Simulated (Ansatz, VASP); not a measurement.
# Mo (Mo(111)): VASP beside Ansatz, part 2 of 2

One calculation is typed for both programs; each brings its own data sets. How far apart do they land? The cell is taken from a series of runs on this material, whose earlier steps may have relaxed, scaled, displaced or heated it; both programs get it as it stands.

VASP 6.6.1 and Ansatz 0.2.0.

So far: Starting point; VASP: single point, PBE, spin-orbit coupling.

## Step 3: Ansatz: single point, PBE, spin-orbit coupling

Level of this step: Ansatz beside VASP: Kohn-Sham DFT, plane waves, PBE, spin-orbit coupling (Ansatz).

Ansatz runs on its fully relativistic PAW (standard-fr) files.

The same cell, functional, mesh and smearing now go to Ansatz, which takes its cutoff from its data sets.

input.yaml reads:

```yaml
crystal:
  lattice:
    - [4.4547727215, 0.0, 0.0]
    - [2.2273863607, 3.8579463449, 0.0]
    - [0.0, 0.0, 27.0932667397]
  atoms:
    - { symbol: Mo, position: [0.6666666667, 0.6666666667, 0.3321858559] }
    - { symbol: Mo, position: [0.0, 0.0, 0.3657486847] }
    - { symbol: Mo, position: [0.3333333333, 0.3333333333, 0.3993115135] }
    - { symbol: Mo, position: [0.6666666667, 0.6666666667, 0.4328743423] }
    - { symbol: Mo, position: [0.0, 0.0, 0.4664371712] }
    - { symbol: Mo, position: [0.3333333333, 0.3333333333, 0.5] }
    - { symbol: Mo, position: [0.6666666667, 0.6666666667, 0.5335628288] }
    - { symbol: Mo, position: [0.0, 0.0, 0.5671256577] }
    - { symbol: Mo, position: [0.3333333333, 0.3333333333, 0.6006884865] }
    - { symbol: Mo, position: [0.6666666667, 0.6666666667, 0.6342513153] }
    - { symbol: Mo, position: [0.0, 0.0, 0.6678141441] }
kpoints:
  mp_grid: { grid: [11, 11, 1] }
hamiltonian:
  xc: pbe
  pseudopotentials: { kind: paw_fr }
scf:
  occupations: { method: fermi_dirac, width: 0.1 }
  convergence: { dr2_threshold: 1.0e-09 }
efield:
  axis: 3
  dipole_correction: true
  ramp_position: 0.97
  ramp_width: 0.06
magnetization:
  noncollinear: true
  spin_orbit: true
output:
  write_potential: true
  write_density: true
  volumetric_format: npy
```

The run is started by

```console
$ ansatz run input.yaml --threads 4 --pin off --max-ram 6144MiB --backend cpu --events-out ev --progress --plain --runs-dir out
```

Numbers of over 12 decimals in the logs are rounded to 6 here.

What it wrote:

```text
Engine: ansatz 0.2.0, aarch64-unknown-linux-gnu
Pseudopotentials: kind: paw_fr
Pseudopotential: Mo, paw_fr, valence charge 14, recommended cutoff 420 eV (normal), Mo.paw.azcp#standard-fr
Functional definition: PBE
  parameter kappa = 0.804
  parameter beta = 0.066725
  exchange = pbe_x(kappa = kappa, mu = beta*pi^2/3)
  correlation = pbe_c(beta = beta)
non-collinear run that drives no moment, with spin-orbit: no starting moment large enough to seed its density (crystal.atoms[].spin), no starting occupations that ask for one, no magnetisation constraint and no magnetic field, so the semilocal B_xc is pinned to zero
Crystal: 11 atoms, lattice volume = 465.632 Å³
Basis set: ecut = 420 eV, 9133 PW (Γ)
Bands: 186, of which v1, the nominal top of the filled ones, is band 154 counted from 1 (153 counted from 0)
Symmetry: 6 space group operations + 6 with time reversal
k-points: 16 of 121 (time reversal used)
Projection manifold: j_resolved (fully-relativistic pseudo-atomic orbitals)
Non-local potential: Mo, projectors of the file, l = 0: 3, l = 1: 4, l = 2: 4, l = 3: 2
PAW form: soft (Blöchl's): semilocal exchange-correlation on the pseudo side does not see the compensation charge
PAW one-centre angular grid: Mo, 590 points (default); XC on 64 Gauss nodes
Initial density: superposition of atomic densities (neutral atoms: chi_scale 0, normalization atom)
Initial wavefunctions: pseudopotential atomic-orbital guess
Functional: x = pbe(κ = 0.804, μ = 0.219515), c = pbe(β = 0.066725)
SCF iter   1: F=—  HF=-54532.034946 eV  |F-HF|=—  |Δ(HF+E_count)|=         —  Δρ=6.74e-2  dr2=9.38e1  dr2_m=0.00e0 (ungated)  ethr=3.10e-3  |M|=0.00e0 ∫|m|=0.00e0 μB  |m|>n=0.0e0 m-floor=0.0e0 τ_xc=0.0e0  β_m=1.00  p=0.000 e·Å  D=9.32e-14 V/Å  ΔV_dip=-0.00 eV  dr2_dipole=6.29e-11  V_vac-E_F(+/−)=6.08/6.08 eV  ⟨swp⟩=8.9  Hψ=15901  notcnv=0
efield: sawtooth ramp at fractional position 0.9700 (set: `efield.ramp_position`, or a place that a band, a saddle search or an elastic batch's reference lends), width 0.0600; the density the first Hamiltonian is built on has a dipole p = 0.000 e·Å; the dipole correction subtracts the counter field D = 9.32e-14 V/Å, which shifts the + side's vacuum level by -0.00 eV against the − side's; the planar-averaged density in the ramp window peaks in size at 6.3e-6 e/Å³
preconditioner: auto → LDOS  [metal: Δε(μ)=0.026 eV  Ē_g=4.325 eV  σ=0.100 eV  W_gap=0.06  n_scr=96 (ndim 8)  ℏωp=14.0 eV  f_vac=0.545  D(μ)=9.77/eV (n_scr^D=70)  β→1.0]
spin=Noncollinear: LDOS preconditioning applied to the charge; magnetization (m_x, m_y, m_z) channels mix plain (no charge-response kernel on spin).
SCF iter   2: F=—  HF=-54528.224166 eV  |F-HF|=—  |Δ(HF+E_count)|=    3.81e0  Δρ=6.47e-2  dr2=9.26e1  dr2_m=0.00e0 (ungated)  ethr=3.10e-3  |M|=0.00e0 ∫|m|=0.00e0 μB  |m|>n=0.0e0 m-floor=0.0e0 τ_xc=0.0e0  β_m=0.78  p=-0.000 e·Å  D=-1.30e-7 V/Å  ΔV_dip=0.00 eV  dr2_dipole=2.45e-8  V_vac-E_F(+/−)=2.96/2.96 eV  ⟨swp⟩=4.4  Hψ=8288  notcnv=0
SCF iter   3: F=—  HF=-54522.526224 eV  |F-HF|=—  |Δ(HF+E_count)|=    5.70e0  Δρ=2.00e-2  dr2=5.20e0  dr2_m=0.00e0 (ungated)  ethr=3.10e-3  |M|=0.00e0 ∫|m|=0.00e0 μB  |m|>n=0.0e0 m-floor=0.0e0 τ_xc=0.0e0  β_m=0.68  p=-0.000 e·Å  D=-1.10e-5 V/Å  ΔV_dip=0.00 eV  dr2_dipole=2.44e-8  V_vac-E_F(+/−)=4.49/4.49 eV  ⟨swp⟩=4.3  Hψ=7349  notcnv=0
SCF iter   4: F=—  HF=-54522.112365 eV  |F-HF|=—  |Δ(HF+E_count)|=   4.14e-1  Δρ=4.62e-3  dr2=2.86e-1  dr2_m=0.00e0 (ungated)  ethr=3.10e-3  |M|=0.00e0 ∫|m|=0.00e0 μB  |m|>n=0.0e0 m-floor=0.0e0 τ_xc=0.0e0  β_m=0.75  p=-0.000 e·Å  D=-1.13e-5 V/Å  ΔV_dip=0.00 eV  dr2_dipole=2.42e-9  V_vac-E_F(+/−)=4.18/4.18 eV  ⟨swp⟩=2.4  Hψ=3994  notcnv=0
SCF iter   5: F=—  HF=-54522.071607 eV  |F-HF|=—  |Δ(HF+E_count)|=   4.08e-2  Δρ=2.59e-3  dr2=6.60e-2  dr2_m=0.00e0 (ungated)  ethr=1.86e-4  |M|=0.00e0 ∫|m|=0.00e0 μB  |m|>n=0.0e0 m-floor=0.0e0 τ_xc=0.0e0  β_m=0.69  p=-0.000 e·Å  D=-2.65e-5 V/Å  ΔV_dip=0.00 eV  dr2_dipole=9.21e-11  V_vac-E_F(+/−)=3.86/3.86 eV  ⟨swp⟩=3.1  Hψ=5512  notcnv=0
SCF iter   6: F=—  HF=-54522.068587 eV  |F-HF|=—  |Δ(HF+E_count)|=   3.02e-3  Δρ=6.84e-4  dr2=6.31e-3  dr2_m=0.00e0 (ungated)  ethr=4.28e-5  |M|=0.00e0 ∫|m|=0.00e0 μB  |m|>n=0.0e0 m-floor=0.0e0 τ_xc=0.0e0  β_m=0.72  p=-0.000 e·Å  D=-1.58e-5 V/Å  ΔV_dip=0.00 eV  dr2_dipole=9.95e-9  V_vac-E_F(+/−)=3.80/3.80 eV  ⟨swp⟩=1.9  Hψ=3756  notcnv=0
SCF iter   7: F=—  HF=-54522.068853 eV  |F-HF|=—  |Δ(HF+E_count)|=   2.65e-4  Δρ=2.62e-4  dr2=1.25e-3  dr2_m=0.00e0 (ungated)  ethr=4.10e-6  |M|=0.00e0 ∫|m|=0.00e0 μB  |m|>n=0.0e0 m-floor=0.0e0 τ_xc=0.0e0  β_m=0.70  p=-0.000 e·Å  D=-3.89e-6 V/Å  ΔV_dip=0.00 eV  dr2_dipole=1.41e-10  V_vac-E_F(+/−)=3.76/3.75 eV  ⟨swp⟩=2.4  Hψ=4151  notcnv=0
[...]
site 6: m = (+0.0000, +0.0000, +0.0000) μB, |m| = 0.0000 μB  (R = 1.13 Å)
  site 7: m = (+0.0000, +0.0000, +0.0000) μB, |m| = 0.0000 μB  (R = 1.13 Å)
  site 8: m = (+0.0000, +0.0000, +0.0000) μB, |m| = 0.0000 μB  (R = 1.13 Å)
  site 9: m = (+0.0000, +0.0000, +0.0000) μB, |m| = 0.0000 μB  (R = 1.13 Å)
  site 10: m = (+0.0000, +0.0000, +0.0000) μB, |m| = 0.0000 μB  (R = 1.13 Å)
Free energy (F): -54522.069841 eV
Harris-Foulkes:  -54522.069841 eV  (|F-HF|=4.37e-11)
Internal energy: -54521.734483 eV  (E = F + TS)
E sigma→0 (E₀):  -54521.902162 eV
Entropy (-TS):   -0.335358 eV (-30.487 meV/atom)
Fermi energy:    5.476948 eV
Dipole field:    D = -0.000000 V/Å  (p = -0.000001 e·Å, saw-weighted, corrected)
Work function:   Φ+ = 3.7136 eV   Φ− = 3.7136 eV
Levels:          The Fermi level and band energies are counted from a zero that moves with the ramp; work functions are not
--- Per-component energies (eV) ---
  E_band       = -2982.672483
  E_kinetic    = 4832.018646
  E_local      = -232415.979770  (includes V_loc(G=0)·N_el)
  E_nonlocal   = 1572.163573
  E_hartree    = 113558.055795
  E_xc         = -2006.911570
  E_vxc        = -2503.482869  (∫ρ·V_xc dr)
  E_paw        = -35224.927181  (= ΣΔE_a)
  E_vpaw       = -1583.503304  (= ΣTr[D̂ρ^β])
  E_aug_tail   = 0.000478  (compensation charges beyond the density's cutoff)
  E_efield     = 0.000000  (sawtooth field / dipole correction)
  E_vefield    = 0.000000  (∫n·V_field dr)
  E_ewald      = 95163.845547
  E_smearing   = -0.335358  (= −TS)
  E_closure    = 0.000000  (closes the sum)
  Σ components = -54522.069841   (vs F -54522.069841, Δ=0.00e0)
--- Band table (eV; the first three rows and the last of 16) ---
  k-point 0: bands = [... 150 lower, 4.5241, 4.5241, 4.9449, 4.9449, 5.6544, 5.6544, 5.9233, 5.9233, ... 28 higher]
  k-point 1: bands = [... 150 lower, 4.5482, 4.5482, 4.9913, 4.9913, 5.6790, 5.6790, 5.9253, 5.9253, ... 28 higher]
  k-point 2: bands = [... 150 lower, 4.8261, 4.8261, 5.1643, 5.1643, 5.7612, 5.7612, 5.8843, 5.8843, ... 28 higher]
  k-point 15: bands = [... 150 lower, 5.1021, 5.1021, 5.2890, 5.2890, 5.6547, 5.6547, 5.6789, 5.6789, ... 28 higher]
```

In the SCF lines HF is the Harris–Foulkes energy and dr2 the Hartree energy of the density residual, in eV; the loop may stop once dr2 is under the threshold and the program's other checks hold. Hψ counts applications of the Hamiltonian.

## Step 4: Comparison

Known differences besides the potentials themselves: spin-orbit coupling enters by fully relativistic files in Ansatz and inside the spheres in VASP; the cutoff is 420 eV in Ansatz and 400 eV in VASP. Total energies have different zeros and are not compared.

The two programs side by side:

| quantity | Ansatz | VASP | difference |
| --- | --- | --- | --- |
| work function, lower of the two faces (eV) | 3.71 | 3.71 | 0.00 |
| work function, higher of the two faces (eV) | 3.71 | 3.71 | 0.00 |

Where the cell holds vacuum, a pressure given here is an average over it and none of the material.

## Step 5: Outcome

| Quantity | Value |
| --- | --- |
| difference in work function, higher of the two faces (single point, PBE, spin-orbit coupling) | 0.0018 eV |

**Reading.** The difference in work function, higher of the two faces is 0.0018 eV (single point, PBE, spin-orbit coupling). Such differences can come from data sets, numerical settings and the points named under the comparisons, not from the functional's error against experiment.

[Lines on the potential files, build, host, timing and source positions are cut from VASP's logs without a mark.]

[Logs are printed without paths, hosts, clocks, repeated set-up lines and the standing remarks that a program may print on its own settings, such as how far it seeks lower states.]

[Hosts, paths, dates, database ids (printed as entryN), source tags and the programs' standing remarks are cut or masked in the printed files.]
